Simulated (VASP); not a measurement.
VASP input:

### KPOINTS
```
Automatic mesh
0
Gamma
11 11 11
0 0 0
```

INCAR:
```
ALGO=Normal
EDIFF=1E-6
EDIFFG=-0.01
ENCUT=400
IBRION=2
ISIF=3
ISMEAR=1
ISPIN=2
LASPH=.TRUE.
LCHARG=.FALSE.
LMAXMIX=4
LMIXTAU=.TRUE.
LORBIT=10
LREAL=.FALSE.
LWAVE=.FALSE.
MAGMOM=3.0 0.0
METAGGA=R2SCAN
NELM=100
NSW=60
PREC=Accurate
SIGMA=0.1
SYSTEM=CoAl
```

File POSCAR:
```
CoAl
1
    0.0000000000     2.6676000000     2.6676000000
    2.6676000000     0.0000000000     2.6676000000
    2.6676000000     2.6676000000     0.0000000000
Co Al
1 1
Direct
  0.0000000000   0.0000000000   0.0000000000
  0.5000000000   0.5000000000   0.5000000000
```

POTCAR, in this order: Co Al (PBE.64 set). Program: vasp_std.

### Question
Translate this r2SCAN calculation to Ansatz.

### Answer
One equivalent input (not run):
Ansatz 0.2 input:
```yaml
crystal:
  lattice:
    - [0.0000000, 2.6676000, 2.6676000]
    - [2.6676000, 0.0000000, 2.6676000]
    - [2.6676000, 2.6676000, 0.0000000]
  atoms:
    - { symbol: Co, position: [0.0000000, 0.0000000, 0.0000000], spin: 3 }
    - { symbol: Al, position: [0.5000000, 0.5000000, 0.5000000] }
kpoints:
  mp_grid: { grid: [11, 11, 11] }
hamiltonian:
  xc: r2scan
  pseudopotentials: { kind: paw }
magnetization: { spin_polarized: true }
scf:
  occupations: { method: methfessel_paxton, width: 0.1 }
  max_iter: 100
relax:
  max_steps: 60
  f_tol: 0.01
  cell: {}
output: { forces: true, stress: true, eigenvalues: true }
```
Limits of the translation: each code has its own PAW files, so the cut-off isn't converted (ENCUT is set for VASP's; basis.ecutwfc is left out, and Ansatz then takes the one that its files recommend); Ansatz stops its SCF on the density residual and VASP on the energy change (EDIFF).

The structure was generated: CoAl was put into the rock salt type (Fm-3m), which need not be its known phase. This run relaxes it. Symmetry was kept, so distortions that lower it aren't found.
